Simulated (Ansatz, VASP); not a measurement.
# Cross-check of Sb (antimonene bilayer, AA) between VASP and Ansatz

One calculation is typed for both programs; each brings its own data sets. How far apart do they land? The structure shown is the start of the Ansatz relaxation below; VASP solves that cell, so the two are compared at the walk's first step.

Main program and level: Ansatz 0.2.0; plane waves, with VASP 6.6.1 beside it; single point at PBE with D3(BJ).

## (1) Set-up

The cell holds 4 atoms: 4 Sb. Cell: a = 4.120 Å, b = 4.120 Å, c = 36.400 Å, α = 90.0°, β = 90.0°, γ = 120.0°. Vacuum lies along c. The height across the vacuum is the one that the program set for its solve, not the one typed.

## (2) Ansatz: relaxation, PBE with D3(BJ)

Ansatz runs on its default PAW (the set named soft_2) files.

The two programs are compared at the cell with which this relaxation starts, whose forces are those of its first step.

File input.yaml:

```yaml
crystal:
  lattice:
    - [4.12, 0.0, 0.0]
    - [-2.06, 3.5680246636, 0.0]
    - [0.0, 0.0, 24.3]
  atoms:
    - { symbol: Sb, position: [0.6666666667, 0.3333333333, 0.3703703704] }
    - { symbol: Sb, position: [0.3333333333, 0.6666666667, 0.4382716049] }
    - { symbol: Sb, position: [0.6666666667, 0.3333333333, 0.5617283951] }
    - { symbol: Sb, position: [0.3333333333, 0.6666666667, 0.6296296296] }
  periodic: [true, true, false]
kpoints:
  mp_grid: { grid: [12, 12, 1] }
hamiltonian:
  xc: pbe
  dispersion: d3bj
scf:
  occupations: { method: fermi_dirac, width: 0.05 }
  convergence: { dr2_threshold: 1.0e-09 }
relax:
  f_tol: 0.004
  max_steps: 90
  cell: {}
output:
  write_potential: true
  write_density: true
  volumetric_format: npy
```

On the command line:

```console
$ ansatz run input.yaml --threads 4 --pin off --max-ram 6144MiB --backend cpu --events-out ev --progress --plain --runs-dir out
```

Numbers of over 12 decimals in the logs are rounded to 6 here.

The log of the run:

```text
Warning: crystal.periodic: the lattice vector that does not repeat stood 0.000° off the slab's normal, 24.300 Å along it as the deck builds it. The run solves the slab on a vector along the normal, 36.400 Å long, with every atom where it was (on the deck's vector they left 18.00 Å outside them, and the widest stretch free of ions among them is 3.00 Å). A fractional position that the run reports is one of the run's ce [...]
Warning: relax.cell: scf.convergence.dr2_threshold = 1e-9 eV is looser than the 1.50551394508e-10 eV advised for a relaxation that steers and ends on the stress (1e-10 eV for each atom of the cell: 4, times the square of relax.cell.stress_2d_tol = 0.05 N/m over 16.3 Å (the atoms' height at the walk's start and 5 Å past either face), 3.067e-2 GPa, over a crystal's default 0.05). What an SCF threshold leaves in a stress goes as its square root, and in the free energy as the threshold itself, and one threshold admits the most on a small cell: [figures from the program's tests cut] Set scf.convergence.dr2_threshold to 1.50551394508e-10 eV or tighter. [rest of the remark cut]
crystal.periodic: the lattice vector that does not repeat stood 0.000° off the slab's normal, 24.300 Å along it as the deck builds it. The run solves the slab on a vector along the normal, 36.400 Å long, with every atom where it was (on the deck's vector they left 18.00 Å outside them, and the widest stretch free of ions among them is 3.00 Å). A fractional position that the run reports is one of the run's cell, which [...]
Engine: ansatz 0.2.0, aarch64-unknown-linux-gnu
Pseudopotentials: kind: paw
Pseudopotential: Sb, paw, valence charge 15, recommended cutoff 420 eV (normal), Sb.paw.azcp
Functional definition: PBE
  parameter kappa = 0.804
  parameter beta = 0.066725
  exchange = pbe_x(kappa = kappa, mu = beta*pi^2/3)
  correlation = pbe_c(beta = beta)
Crystal: 4 atoms, lattice volume = 535.090 Å³
Basis set: ecut = 420 eV, 10345 PW (Γ), exchange–correlation on 60×60×500 points (8 copies of the dense FFT grid, shifted against one another)
Bands: 36, of which v1, the nominal top of the filled ones, is band 30 counted from 1 (29 counted from 0)
Symmetry: 12 space group operations
[...]
SCF iter   2: F=—  HF=-25938.926084 eV  |F-HF|=—  |Δ(HF+E_count)|=   1.95e-5  Δρ=1.19e-4  dr2=2.61e-4  ethr=2.19e-7  ⟨swp⟩=3.0  Hψ=1430  notcnv=0
SCF iter   3: F=—  HF=-25938.926026 eV  |F-HF|=—  |Δ(HF+E_count)|=   5.82e-5  Δρ=2.87e-5  dr2=4.43e-5  ethr=2.19e-7  ⟨swp⟩=3.0  Hψ=1390  notcnv=0
SCF iter   4: F=—  HF=-25938.926021 eV  |F-HF|=—  |Δ(HF+E_count)|=   5.03e-6  Δρ=1.18e-5  dr2=1.96e-6  ethr=7.39e-8  ⟨swp⟩=2.4  Hψ=881  notcnv=0
SCF iter   5: F=—  HF=-25938.925996 eV  |F-HF|=—  |Δ(HF+E_count)|=   2.44e-5  Δρ=3.43e-6  dr2=6.67e-8  ethr=3.27e-9  ⟨swp⟩=3.3  Hψ=1332  notcnv=0
SCF iter   6: F=—  HF=-25938.925996 eV  |F-HF|=—  |Δ(HF+E_count)|=   1.83e-8  Δρ=6.59e-7  dr2=2.88e-9  ethr=1.11e-10  ⟨swp⟩=2.6  Hψ=1108  notcnv=0
SCF iter   7: F=-25938.925996 eV  HF=-25938.925996 eV  |F-HF|=4.91e-10  |Δ(HF+E_count)|=   2.31e-9  Δρ=1.37e-7  dr2=1.22e-10  ethr=1.67e-12  ⟨swp⟩=11.3  Hψ=4869  notcnv=0
SCF 5 converged in 7 iterations: F = -25938.925996 eV  dr2 = 1.22e-10
relax step   5: F+E_penalty+E_count = -25938.92599620 eV  Δ(F+E_penalty+E_count) = -4.613e-4 eV  max|allowed force component| = 1.138e-2 eV/Å  Δτ_max = 0.0049 Å  P = -0.019 N/m  Ω = 524.949 Å³  energy of the carried Pulay correction = +4.637e-4 eV  fix = [c, alpha, beta]  reactions: c -0.000 N/m  (7 SCF iters, accepted)
[...]
relax step   6: F+E_penalty+E_count = -25938.92602554 eV  Δ(F+E_penalty+E_count) = -2.934e-5 eV  max|allowed force component| = 2.530e-4 eV/Å  Δτ_max = 0.0039 Å  P = +0.003 N/m  Ω = 524.816 Å³  energy of the carried Pulay correction = +4.699e-4 eV  fix = [c, alpha, beta]  reactions: c +0.000 N/m  (6 SCF iters, accepted)
[...]
relax step   7: F+E_penalty+E_count = -25938.92552542 eV  Δ(F+E_penalty+E_count) = +5.001e-4 eV  max|allowed force component| = 3.009e-4 eV/Å  Δτ_max = 0.0000 Å  P = +0.005 N/m  Ω = 524.816 Å³  fix = [c, alpha, beta]  reactions: c +0.000 N/m  stress off target by 5.36e-3 N/m on what of the cell is left free  SCF on the basis re-selected at this cell (its energy is not comparable with the rows above)  (5 SCF iters)
basis re-selected at this cell: Δ(F+E_penalty+E_count) = +5.001e-4 eV, ΔP = +0.002 N/m vs the last step (what re-selecting the basis moved, of the pressure what is left beyond the Pulay correction that the steps carried, after the strain that the cell walked since its last selection, with what the two solves' SCF thresholds leave and, on support functions, any second-order correction that the steps lacked; it is no m [...]
SCF converged after 5 iterations
Free energy (F): -25938.925525 eV
Harris-Foulkes:  -25938.925525 eV  (|F-HF|=2.18e-11)
Internal energy: -25938.923302 eV  (E = F + TS)
E sigma→0 (E₀):  -25938.924414 eV
Entropy (-TS):   -0.002224 eV (-0.556 meV/atom)
Fermi energy:    -4.190862 eV
--- Per-component energies (eV) ---
  E_band       = -1518.662081
  E_kinetic    = 826.678185
  E_local      = -147477.724158  (includes V_loc(G=0)·N_el)
  E_nonlocal   = 1448.527908
  E_hartree    = 73021.995408
  E_xc         = -552.502946
  E_vxc        = -383.063455  (∫ρ·V_xc dr)
  E_paw        = -18300.980207  (= ΣΔE_a)
  E_vpaw       = -1977.068378  (= ΣTr[D̂ρ^β])
  E_aug_tail   = -0.000006  (compensation charges beyond the density's cutoff)
  E_ewald      = 65096.371055
  E_disp       = -1.288540  (pairwise vdW)
  E_smearing   = -0.002224  (= −TS)
  E_closure    = 0.000000  (closes the sum)
  Σ components = -25938.925525   (vs F -25938.925525, Δ=0.00e0)
--- Forces (eV/Å), atoms counted from 1 ---
  atom   1  Sb     0.00000000    -0.00000000    -0.00024646
  atom   2  Sb    -0.00000000     0.00000000     0.00030093
  atom   3  Sb     0.00000000    -0.00000000    -0.00030093
  atom   4  Sb    -0.00000000     0.00000000     0.00024646
  max |Σ_I F_I| component: 0.00e0 eV/Å
--- 2D stress c σ (N/m, compression-positive) ---
        0.005365      -0.000000       0.000000
       -0.000000       0.005365       0.000000
        0.000000       0.000000       0.000000
  P = ½ c Tr σ = 0.0054 N/m
--- Band table (eV; the first three rows and the last of 19) ---
  k-point 0: bands = [... 26 lower, -4.9119, -4.6744, -4.6744, -4.5831, -3.2351, -2.2042, -2.0786, -2.0786, ... 2 higher]
  k-point 1: bands = [... 26 lower, -5.4044, -5.0948, -4.8444, -4.3444, -2.7255, -2.3681, -2.1533, -1.9634, ... 2 higher]
  k-point 2: bands = [... 26 lower, -5.8160, -5.4959, -5.2237, -4.5177, -3.1863, -2.6197, -1.7764, -1.6681, ... 2 higher]
  k-point 18: bands = [... 26 lower, -7.3676, -7.3676, -6.1760, -6.1760, -4.1152, -2.7720, -1.8803, -1.8803, ... 2 higher]
  the weakly bound empty levels are not read free of the cell's end (no_gap_told)
--- Relaxed structure (6 steps of the walk, 5 accepted, 1 SCFs on fresh bases) ---
  F+E_penalty+E_count = -25938.92552542 eV   max|allowed force component| = 3.009e-4 eV/Å   (the final SCF, on the basis selected at the relaxed cell)
  cell:  # Å, volume = 524.8159 Å³
    - [4.080257, 0, 0]
    - [-2.040128, 3.533606, 0]
    - [0, 0, 36.400000]
  atoms:
    - { symbol: Sb, position: [0.666667, 0.333333, 0.247628] }
    - { symbol: Sb, position: [0.333333, 0.666667, 0.292985] }
    - { symbol: Sb, position: [0.666667, 0.333333, 0.374597] }
    - { symbol: Sb, position: [0.333333, 0.666667, 0.419954] }
```

The column dr2 measures how far the density is from self-consistency, as an energy; F and HF (Harris–Foulkes) agree once it is small.

## (3) VASP: single point, PBE with D3(BJ), start cell

The same cell, functional, mesh and smearing now go to VASP, with its own data sets.

Lines of VASP's logs that name or quote its potential files are left out, and so is its time.

File INCAR:

```
SYSTEM = Sb
PREC = Accurate
ENCUT = 400
EDIFF = 1E-06
NELM = 120
ISMEAR = -1
SIGMA = 0.05
LREAL = .FALSE.
ALGO = Normal
GGA = PE
IVDW = 12
NBANDS = 16
LORBIT = 11
LWAVE = .FALSE.
LCHARG = .FALSE.
ISIF = 2
LDIPOL = .TRUE.
IDIPOL = 3
DIPOL = 0.5 0.5 0.334
LVHAR = .TRUE.
LASPH = .TRUE.
GGA_COMPAT = .FALSE.
EFERMI = MIDGAP
NELMDL = -8
```

File POSCAR:

```
Sb
1.0
    4.1200000000      0.0000000000      0.0000000000
   -2.0600000000      3.5680250000      0.0000000000
    0.0000000000      0.0000000000     36.4000000000
Sb
4
Direct
    0.6666667134      0.3333334268      0.2472527473
    0.3333332866      0.6666665732      0.2925824176
    0.6666667134      0.3333334268      0.3750000000
    0.3333332866      0.6666665732      0.4203296703
```

File KPOINTS:

```
Automatic mesh
0
Gamma
12 12 1
0 0 0
```

The projector-augmented-wave data sets are Sb (PBE family, release 64).

On the command line:

```console
$ mpirun -np 1 vasp_std
```

The log of the run:

```text
[banner, memory and clock lines left out]
running    1 mpi-ranks, on    1 nodes
 distrk:  each k-point on    1 cores,    1 groups
 distr:  one band on    1 cores,    1 groups

 POSCAR found type information on POSCAR Sb
 POSCAR found :  1 types and       4 ions
 LDA part: xc-table for (Slater+PW92), standard interpolation
 POSCAR, INCAR and KPOINTS ok, starting setup
 FFT: planning ... GRIDC
 FFT: planning ... GRID_SOFT
 FFT: planning ... GRID
 WAVECAR not read
 entering main loop
       N       E                     dE             d eps       ncg     rms          rms(c)
DAV:   1     0.113184002421E+03    0.11318E+03   -0.47346E+03   608   0.661E+02
DAV:   2    -0.463312560892E+01   -0.11782E+03   -0.11153E+03   888   0.125E+02
DAV:   3    -0.160221826822E+02   -0.11389E+02   -0.11314E+02   864   0.471E+01
DAV:   4    -0.162900628697E+02   -0.26788E+00   -0.26762E+00   832   0.910E+00
DAV:   5    -0.163020567848E+02   -0.11994E-01   -0.11994E-01   928   0.204E+00
DAV:   6    -0.163021704490E+02   -0.11366E-03   -0.11366E-03   872   0.177E-01
DAV:   7    -0.163021760645E+02   -0.56155E-05   -0.56156E-05  1000   0.341E-02
DAV:   8    -0.163021762223E+02   -0.15778E-06   -0.15746E-06   760   0.416E-03    0.414E+00
DAV:   9    -0.162578682499E+02    0.44308E-01   -0.24891E-02   720   0.784E-01    0.255E+00
DAV:  10    -0.162303388895E+02    0.27529E-01   -0.60151E-02   792   0.124E+00    0.125E-01
DAV:  11    -0.162306859181E+02   -0.34703E-03   -0.21712E-03   872   0.263E-01    0.789E-02
DAV:  12    -0.162307430670E+02   -0.57149E-04   -0.78819E-04   808   0.144E-01    0.243E-02
DAV:  13    -0.162307345722E+02    0.84949E-05   -0.52601E-05   816   0.379E-02    0.137E-02
DAV:  14    -0.162307420616E+02   -0.74894E-05   -0.80193E-05   800   0.343E-02    0.651E-03
DAV:  15    -0.162307749229E+02   -0.32861E-04   -0.67605E-06   696   0.106E-02    0.457E-03
DAV:  16    -0.162308621808E+02   -0.87258E-04   -0.19737E-05   680   0.138E-02    0.214E-03
DAV:  17    -0.162308871325E+02   -0.24952E-04   -0.23427E-06   688   0.497E-03    0.143E-03
DAV:  18    -0.162309169302E+02   -0.29798E-04   -0.25176E-06   640   0.468E-03    0.680E-04
DAV:  19    -0.162309327818E+02   -0.15852E-04   -0.31306E-07   640   0.157E-03    0.302E-04
DAV:  20    -0.162309389171E+02   -0.61353E-05   -0.18063E-07   592   0.970E-04    0.237E-04
DAV:  21    -0.162309423052E+02   -0.33882E-05   -0.12384E-07   576   0.784E-04    0.651E-05
DAV:  22    -0.162309429972E+02   -0.69194E-06   -0.75955E-09   400   0.305E-04
   1 F= -.17489047E+02 E0= -.17488263E+02  d E =-.156900E-02
```

Parts of OUTCAR (step 3):

```text
ion  position               nearest neighbor table
   1  0.667  0.333  0.247-   2 2.89   2 2.89   2 2.89
   2  0.333  0.667  0.293-   1 2.89   1 2.89   1 2.89
   3  0.667  0.333  0.375-   4 2.89   4 2.89   4 2.89
   4  0.333  0.667  0.420-   3 2.89   3 2.89   3 2.89

  LATTYP: Found a hexagonal cell.
 ALAT       =     4.1200000000
 C/A-ratio  =     8.8349514563

 Subroutine GETGRP returns: Found 12 space group operations
 (whereof  6 operations were pure point group operations)

The static configuration has the point symmetry C_3v.
 The point group associated with its full space group is D_3d.

 Found     19 irreducible k-points:

   k-points           NKPTS =     19   k-points in BZ     NKDIM =     19   number of bands    NBANDS=     16

   dimension x,y,z NGX =    28 NGY =   28 NGZ =  240
   dimension x,y,z NGXF=    56 NGYF=   56 NGZF=  480

   ENCUT  =  400.0 eV  29.40 Ry    5.42 a.u.   6.72  6.72 59.36*2*pi/ulx,y,z

   NELECT =      20.0000    total number of electrons

 k-points in reciprocal lattice and weights: Automatic mesh
   0.00000000  0.00000000  0.00000000       0.007
   0.08333333  0.00000000  0.00000000       0.042
   0.16666667  0.00000000  0.00000000       0.042
   0.25000000  0.00000000  0.00000000       0.042
   0.33333333  0.00000000  0.00000000       0.042
   0.41666667  0.00000000  0.00000000       0.042
   0.50000000  0.00000000  0.00000000       0.021
   0.08333333  0.08333333  0.00000000       0.042
   0.16666667  0.08333333  0.00000000       0.083
[...]
0.33333333  0.25000000  0.00000000       0.083
   0.33333333  0.33333333  0.00000000       0.014

 dipolmoment           0.000000      0.000000      0.000001 electrons x Angstroem

 average (electrostatic) potential at core
       1 -94.5336       2 -94.5950       3 -94.5950       4 -94.5336

 E-fermi :  -1.6046

 k-point     1 :       0.0000    0.0000    0.0000
  band No.  band energies     occupation
    ...
      6      -2.4201      2.00000
      7      -2.4201      2.00000
      8      -2.1954      1.99999
      9      -2.1954      1.99999
     10      -2.0236      1.99954
     11      -0.8541      0.00000
     12       0.1998      0.00000
     13       0.4039      0.00000
     14       0.4039      0.00000
     15       0.4874      0.00000
    ...

 k-point     2 :       0.0833    0.0000    0.0000
  band No.  band energies     occupation
    ...
      6      -3.1313      2.00000
      7      -2.8860      2.00000
      8      -2.5951      2.00000
      9      -2.3584      2.00000
     10      -1.7880      1.95023
     11      -0.3067      0.00000
     12       0.0744      0.00000
     13       0.3272      0.00000
     14       0.5186      0.00000
     15       0.6888      0.00000
    ...

 k-point     3 :       0.1667    0.0000    0.0000
  band No.  band energies     occupation
    ...
      6      -4.0565      2.00000
      7      -3.1876      2.00000
      8      -2.9809      2.00000
      9      -2.7236      2.00000
     10      -1.9559      1.99823
     11      -0.6868      0.00000
     12      -0.1169      0.00000
     13       0.7126      0.00000
     14       0.7598      0.00000
     15       1.1067      0.00000
    ...

 Edisp (eV)   -1.25810

  Total      -0.81518    -0.81518    -0.29710     0.00000     0.00000     0.00000
  in kB      -2.44082    -2.44082    -0.88957     0.00000     0.00000     0.00000
  external pressure =       -1.92 kB  Pullay stress =        0.00 kB

  energy-cutoff  :      400.00
  volume of cell :      535.09
      direct lattice vectors                 reciprocal lattice vectors
     4.120000000  0.000000000  0.000000000     0.242718447  0.140133547  0.000000000
    -2.060000000  3.568025000  0.000000000     0.000000000  0.280267095  0.000000000
     0.000000000  0.000000000 36.400000000     0.000000000  0.000000000  0.027472527

 POSITION                                       TOTAL-FORCE (eV/Angst)
 -----------------------------------------------------------------------------------
      2.06000      1.18934      9.00000        -0.000000     -0.000000      0.055048
      0.00000      2.37868     10.65000         0.000000      0.000000     -0.019250
      2.06000      1.18934     13.65000        -0.000000      0.000000      0.019250
      0.00000      2.37868     15.30000         0.000000      0.000000     -0.055048
 -----------------------------------------------------------------------------------
    total drift:                               -0.000000     -0.000000     -0.000004

  FREE ENERGIE OF THE ION-ELECTRON SYSTEM (eV)
  ---------------------------------------------------
  free  energy   TOTEN  =       -17.4890470616 eV

  energy  without entropy=      -17.4874780665  energy(sigma->0) =      -17.48826256

 vacuum level on the upper side and lower side of the slab         2.581         2.581

 total charge
# of ion       s       p       d       tot
------------------------------------------
    1        1.213   1.161   0.025   2.400
    2        1.216   1.152   0.029   2.397
    3        1.216   1.152   0.029   2.397
    4        1.213   1.161   0.025   2.400
--------------------------------------------------
tot          4.857   4.627   0.108   9.592

[... 3 further parts left out ...]
```

## (4) Differences

Known differences besides the potentials themselves: Ansatz cuts the interaction across the vacuum, VASP repeats the sheet with a dipole correction; the data sets hold 60 valence electrons in Ansatz (on its default PAW (the set named soft_2) files) and 20 in VASP; the cutoff is 420 eV in Ansatz and 400 eV in VASP. Total energies have different zeros and are not compared.

Forces (eV/Å; atoms numbered as in POSCAR):

```csv
atom,"Ansatz x, y, z","VASP x, y, z"
Sb1,"0.000, 0.000, 0.127","0.000, 0.000, 0.055"
Sb2,"0.000, 0.000, -0.098","0.000, 0.000, -0.019"
Sb3,"0.000, 0.000, 0.098","0.000, 0.000, 0.019"
Sb4,"0.000, 0.000, -0.127","0.000, 0.000, -0.055"
```

The forces differ by 44 meV/Å r.m.s., which is 183.5 % of the r.m.s. force of 0.024 eV/Å (both taken over all components). With vacuum in the cell, a pressure given here is an average over mostly empty space and none of the material.

## (5) What came out

| Quantity | Value |
| --- | --- |
| r.m.s. force difference (single point, PBE with D3(BJ), start cell) | 44 meV/Å |

**Reading.** The r.m.s. force difference is 44 meV/Å (single point, PBE with D3(BJ), start cell), beyond the 12 meV/Å picked in this series as the mark of a large difference. The data sets hold unlike numbers of valence electrons (60 in Ansatz and 20 in VASP), so part of the differences comes from the potentials. What causes the difference of the single point, PBE with D3(BJ), start cell pair stays open here. 1 further run of this series is not shown here. Such differences can come from data sets, numerical settings and the points named under the comparisons, not from the functional's error against experiment.

[Lines on the potential files, build, host, timing and source positions are cut from VASP's logs without a mark.]

[Logs are printed without paths, hosts, clocks, repeated set-up lines and the standing remarks that a program may print on its own settings, such as how far it seeks lower states.]

[Hosts, paths, dates, database ids (printed as entryN), source tags and the programs' standing remarks are cut or masked in the printed files.]
